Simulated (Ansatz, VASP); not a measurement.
## NiGe in two plane-wave programs

Wanted: the spread between two codes on one cell, functional and k mesh. Of the first pair: The cell is taken from a series of runs on this material, whose earlier steps may have relaxed, scaled, displaced or heated it; both programs get it as it stands.

Calculated with Ansatz 0.2.0; plane waves, with VASP 6.6.1 beside it; relaxation of cell and atoms at PBEsol and single point at PBEsol.

## (1) The starting structure

It takes space group Pnma (No. 62, orthorhombic). The conventional cell has a = 5.303 Å, b = 3.449 Å, c = 5.734 Å, α = 90.00°, β = 90.00°, γ = 90.00°. Nearest to Ge lie 6 Ni at 2.32 to 2.49 Å. Ni has 6 Ge at 2.32 to 2.49 Å nearest. Farther neighbours are not listed.

## (2) VASP: relaxation of cell and atoms, PBEsol

The relaxed volume is the usual yardstick between codes: in a stiff, nearly cubic crystal its relative difference is about their pressure difference at one cell divided by the bulk modulus.

Lines of VASP's logs that name or quote its potential files are left out, and so is its time.

Input file INCAR:

```
SYSTEM = NiGe
PREC = Accurate
ENCUT = 600
EDIFF = 1E-07
NELM = 120
ISMEAR = -1
SIGMA = 0.05
LREAL = .FALSE.
ALGO = Normal
GGA = PS
NBANDS = 59
LASPH = .TRUE.
LORBIT = 11
LWAVE = .FALSE.
LCHARG = .FALSE.
ISIF = 3
IBRION = 2
NSW = 80
EDIFFG = -0.005
GGA_COMPAT = .FALSE.
NELMIN = 4
KPAR = 2
```

Input file POSCAR:

```
NiGe
1.0
    5.3026664909      0.0000000000      0.0000000000
    0.0000000000      3.4488286012      0.0000000000
    0.0000000000      0.0000000000      5.7336075009
Ge Ni
4 4
Direct
    0.3113835704      0.7500000000      0.0889439519
    0.1886164296      0.2500000000      0.5889439519
    0.8113835704      0.7500000000      0.4110560481
    0.6886164296      0.2500000000      0.9110560481
    0.0071331939      0.2500000000      0.1891699932
    0.4928668061      0.7500000000      0.6891699932
    0.5071331939      0.2500000000      0.3108300068
    0.9928668061      0.7500000000      0.8108300068
```

Input file KPOINTS:

```
Automatic mesh
0
Gamma
8 13 8
0 0 0
```

The projector-augmented-wave data sets are Ge_d and Ni (PBE family, release 64).

Launch:

```console
$ mpirun -np 2 vasp_std
```

Numbers of over 12 decimals in the logs are rounded to 6 here.

Output:

```text
[banner, memory and clock lines left out]
running    2 mpi-ranks, on    1 nodes
 distrk:  each k-point on    1 cores,    2 groups
 distr:  one band on    1 cores,    1 groups

 POSCAR found type information on POSCAR GeNi
 POSCAR found :  2 types and       8 ions
|                                                                             |
|               ----> ADVICE to this user running VASP <----                  |
|                                                                             |
|     You enforced a specific xc type in the INCAR file but a different       |
|     [... a line on the potential file left out ...]
|     I HOPE YOU KNOW WHAT YOU ARE DOING!                                     |
|                                                                             |

 LDA part: xc-table for (Slater+PW92), standard interpolation
 POSCAR, INCAR and KPOINTS ok, starting setup
 FFT: planning ... GRIDC
 FFT: planning ... GRID_SOFT
 FFT: planning ... GRID
 WAVECAR not read
 entering main loop
       N       E                     dE             d eps       ncg     rms          rms(c)
DAV:   1     0.108369747842E+04    0.10837E+04   -0.43693E+04 24280   0.472E+03
DAV:   2     0.184790420699E+03   -0.89891E+03   -0.85536E+03 20650   0.106E+03
DAV:   3    -0.344245866418E+02   -0.21922E+03   -0.20878E+03 20670   0.293E+02
DAV:   4    -0.526415615879E+02   -0.18217E+02   -0.17854E+02 22989   0.954E+01
DAV:   5    -0.531347973860E+02   -0.49324E+00   -0.49165E+00 22683   0.177E+01    0.246E+01
DAV:   6    -0.607157221777E+02   -0.75809E+01   -0.90241E+01 24224   0.100E+02    0.336E+01
DAV:   7    -0.473278266529E+02    0.13388E+02   -0.32575E+01 22436   0.678E+01    0.351E+00
DAV:   8    -0.473825385914E+02   -0.54712E-01   -0.39261E+00 24824   0.135E+01    0.336E+00
DAV:   9    -0.472949403044E+02    0.87598E-01   -0.68789E-01 24561   0.781E+00    0.683E-01
DAV:  10    -0.472927814556E+02    0.21588E-02   -0.55586E-02 22130   0.254E+00    0.336E-01
DAV:  11    -0.472924661927E+02    0.31526E-03   -0.54297E-03 28499   0.557E-01    0.135E-01
DAV:  12    -0.472925065190E+02   -0.40326E-04   -0.39015E-04 26557   0.155E-01    0.465E-02
DAV:  13    -0.472924893655E+02    0.17153E-04   -0.52076E-05 26764   0.837E-02    0.621E-03
DAV:  14    -0.472924894840E+02   -0.11842E-06   -0.12633E-05 23004   0.209E-02    0.407E-03
DAV:  15    -0.472924894146E+02    0.69396E-07   -0.37615E-07 19187   0.436E-03
   1 F= -.47292489E+02 E0= -.47283247E+02  d E =-.472925E+02
 curvature:   0.00 expect dE= 0.000E+00 dE for cont linesearch  0.000E+00
 trial: gam= 0.00000 g(F)=  0.417E-05 g(S)=  0.253E-03 ort = 0.000E+00 (trialstep = 0.100E+01)
 search vector abs. value=  0.257E-03
 bond charge predicted
       N       E                     dE             d eps       ncg     rms          rms(c)
DAV:   1    -0.472987060946E+02   -0.62166E-02   -0.70658E-02 22849   0.318E+00    0.647E-01
DAV:   2    -0.473007767975E+02   -0.20707E-02   -0.47983E-02 23740   0.261E+00    0.714E-01
DAV:   3    -0.472931461831E+02    0.76306E-02   -0.21680E-02 23082   0.181E+00    0.190E-01
DAV:   4    -0.472925259736E+02    0.62021E-03   -0.14885E-03 26666   0.362E-01    0.409E-02
DAV:   5    -0.472925066204E+02    0.19353E-04   -0.16874E-04 23647   0.149E-01    0.230E-02
DAV:   6    -0.472925007187E+02    0.59017E-05   -0.20375E-05 22120   0.453E-02    0.994E-03
DAV:   7    -0.472925000780E+02    0.64074E-06   -0.24832E-06 23895   0.204E-02    0.266E-03
DAV:   8    -0.472925001415E+02   -0.63488E-07   -0.38195E-07 18075   0.530E-03
   2 F= -.47292500E+02 E0= -.47283202E+02  d E =-.107269E-04
 trial-energy change:   -0.000011  1 .order   -0.000041   -0.000257    0.000174
 step:   0.4893(harm=  0.5960)  dis= 0.00008  next Energy=   -47.292549 (dE=-0.593E-04)
 bond charge predicted
       N       E                     dE             d eps       ncg     rms          rms(c)
DAV:   1    -0.472941632050E+02   -0.16631E-02   -0.18431E-02 22825   0.162E+00    0.331E-01
DAV:   2    -0.472947098802E+02   -0.54668E-03   -0.12510E-02 23708   0.134E+00    0.365E-01
DAV:   3    -0.472927138098E+02    0.19961E-02   -0.56605E-03 23041   0.927E-01    0.962E-02
DAV:   4    -0.472925565343E+02    0.15728E-03   -0.38980E-04 26699   0.182E-01    0.216E-02
DAV:   5    -0.472925528276E+02    0.37067E-05   -0.43946E-05 23311   0.764E-02    0.122E-02
DAV:   6    -0.472925521474E+02    0.68023E-06   -0.58663E-06 22292   0.245E-02    0.530E-03
DAV:   7    -0.472925520486E+02    0.98797E-07   -0.69328E-07 22325   0.106E-02
   3 F= -.47292552E+02 E0= -.47283282E+02  d E =-.626340E-04
 curvature:  -0.28 expect dE=-0.504E-05 dE for cont linesearch -0.757E-06
 trial: gam=-0.03241 g(F)=  0.275E-05 g(S)=  0.154E-04 ort = 0.265E-04 (trialstep = 0.898E+00)
 search vector abs. value=  0.167E-04
 reached required accuracy - stopping structural energy minimisation
```

Parts of OUTCAR (step 2):

```text
ion  position               nearest neighbor table
   1  0.311  0.750  0.089-   8 2.32   7 2.38   7 2.38   5 2.43   5 2.43   6 2.49   4 2.83   4 2.83

  LATTYP: Found a simple orthorhombic cell.
 ALAT       =     3.4488286012
 B/A-ratio  =     1.5375268255
 C/A-ratio  =     1.6624796892

 Subroutine GETGRP returns: Found  8 space group operations
 (whereof  2 operations were pure point group operations)

The static configuration has the point symmetry S_2 .
 The point group associated with its full space group is D_2h.

 Found    175 irreducible k-points:

   k-points           NKPTS =    175   k-points in BZ     NKDIM =    175   number of bands    NBANDS=     59

   dimension x,y,z NGX =    42 NGY =   28 NGZ =   48
   dimension x,y,z NGXF=    84 NGYF=   56 NGZF=   96

   ENCUT  =  600.0 eV  44.10 Ry    6.64 a.u.  10.59  6.89 11.45*2*pi/ulx,y,z

   NELECT =      96.0000    total number of electrons

 k-points in reciprocal lattice and weights: Automatic mesh
   0.00000000  0.00000000  0.00000000       0.001
   0.12500000  0.00000000  0.00000000       0.002
   0.25000000  0.00000000  0.00000000       0.002
   0.37500000  0.00000000  0.00000000       0.002
   0.50000000  0.00000000  0.00000000       0.001
   0.00000000  0.07692308  0.00000000       0.002
   0.12500000  0.07692308  0.00000000       0.005
   0.25000000  0.07692308  0.00000000       0.005
   0.37500000  0.07692308  0.00000000       0.005
[...]
0.37500000  0.46153846  0.50000000       0.005
   0.50000000  0.46153846  0.50000000       0.002

 average (electrostatic) potential at core
       1 -69.9107       2 -69.9107       3 -69.9107       4 -69.9107       5 -82.4624
       6 -82.4624       7 -82.4624       8 -82.4624

 E-fermi :   9.0593

 k-point     1 :       0.0000    0.0000    0.0000
  band No.  band energies     occupation
    ...
     44       7.2864      2.00000
     45       7.3956      2.00000
     46       7.9702      2.00000
     47       8.0380      2.00000
     48       8.1919      2.00000
     49       9.7670      0.00000
     50       9.8760      0.00000
     51      12.9905      0.00000
     52      13.1307      0.00000
     53      13.4538      0.00000
    ...

 k-point     2 :       0.1250    0.0000    0.0000
  band No.  band energies     occupation
    ...
     44       7.3154      2.00000
     45       7.3709      2.00000
     46       7.8789      2.00000
     47       8.2364      2.00000
     48       8.3088      2.00000
     49       9.9903      0.00000
     50      10.2903      0.00000
     51      12.9519      0.00000
     52      13.0602      0.00000
     53      13.2876      0.00000
    ...

 k-point     3 :       0.2500    0.0000    0.0000
  band No.  band energies     occupation
    ...
     44       7.3404      2.00000
     45       7.3503      2.00000
     46       7.7021      2.00000
     47       8.4497      1.99999
     48       8.8993      1.92176
     49      10.5613      0.00000
     50      11.2881      0.00000
     51      12.3133      0.00000
     52      12.5483      0.00000
     53      13.2440      0.00000
    ...

  Total        0.0360396     -0.0347686      0.0069164     -0.0000000      0.0000000      0.0000000
  in kB        0.5501287     -0.5307273      0.1055760     -0.0000000      0.0000000      0.0000000
  external PRESSURE =       0.0416591 kB  Pullay stress =       0.0000000 kB

  energy-cutoff  :      600.00
  volume of cell :      104.96
      direct lattice vectors                 reciprocal lattice vectors
     5.305086732  0.000000000  0.000000000     0.188498332  0.000000000  0.000000000
    -0.000000000  3.449503153  0.000000000    -0.000000000  0.289896822  0.000000000
     0.000000000  0.000000000  5.735584205     0.000000000  0.000000000  0.174350156

 POSITION                                       TOTAL-FORCE (eV/Angst)
 -----------------------------------------------------------------------------------
      1.65188      2.58713      0.51022        -0.003611     -0.000000      0.001015
      1.00066      0.86238      3.37801         0.003611      0.000000      0.001015
      4.30443      2.58713      2.35757        -0.003611     -0.000000     -0.001015
      3.65320      0.86238      5.22536         0.003611      0.000000     -0.001015
      0.03791      0.86238      1.08499         0.000414      0.000000     -0.000135
      2.61463      2.58713      3.95278        -0.000414     -0.000000     -0.000135
      2.69046      0.86238      1.78280         0.000414      0.000000      0.000135
      5.26717      2.58713      4.65060        -0.000414     -0.000000      0.000135
 -----------------------------------------------------------------------------------
    total drift:                                0.000000     -0.000000     -0.000000

  FREE ENERGIE OF THE ION-ELECTRON SYSTEM (eV)
  ---------------------------------------------------
  free  energy   TOTEN  =       -47.2925520486 eV

  energy  without entropy=      -47.2740120935  energy(sigma->0) =      -47.28328207

 reached required accuracy - stopping structural energy minimisation

 total charge
# of ion       s       p       d       tot
------------------------------------------
    1        1.137   1.207  10.093  12.437
    2        1.137   1.207  10.093  12.437
    3        1.137   1.207  10.093  12.437
    4        1.137   1.207  10.093  12.437
    5        0.468   0.556   8.459   9.483
    6        0.468   0.556   8.459   9.483
    7        0.468   0.556   8.459   9.483
    8        0.468   0.556   8.459   9.483
--------------------------------------------------
tot          6.419   7.053  74.208  87.680

[... 3 further parts left out ...]
```

CONTCAR:

```
NiGe
   1.00000000000000
     5.3050867323127902    0.0000000000000000    0.0000000000000000
    -0.0000000000000000    3.4495031533482838    0.0000000000000000
     0.0000000000000000    0.0000000000000000    5.7355842049413184
  Ge              Ni
     4     4
Direct
     0.3113769934886734    0.7500000000000000    0.0889571707990270
     0.1886230065113266    0.2500000000000000    0.5889571707990271
     0.8113769934886733    0.7500000000000000    0.4110428292009729
     0.6886230065113267    0.2500000000000000    0.9110428292009729
     0.0071464884106091    0.2500000000000000    0.1891680311891138
     0.4928535115893908    0.7500000000000000    0.6891680311891138
     0.5071464884106092    0.2500000000000000    0.3108319688108862
     0.9928535115893908    0.7500000000000000    0.8108319688108862
```

This run has no spin polarisation, so a moment on Ni, if there is one, isn't seen. The run keeps the 8 symmetry operations of its start, so it cannot find a distortion of lower symmetry.

(Continued in part 2 of 2.)

[Lines on the potential files, build, host, timing and source positions are cut from VASP's logs without a mark.]

[Logs are printed without paths, hosts, clocks, repeated set-up lines and the standing remarks that a program may print on its own settings, such as how far it seeks lower states.]

[Hosts, paths, dates, database ids (printed as entryN), source tags and the programs' standing remarks are cut or masked in the printed files.]
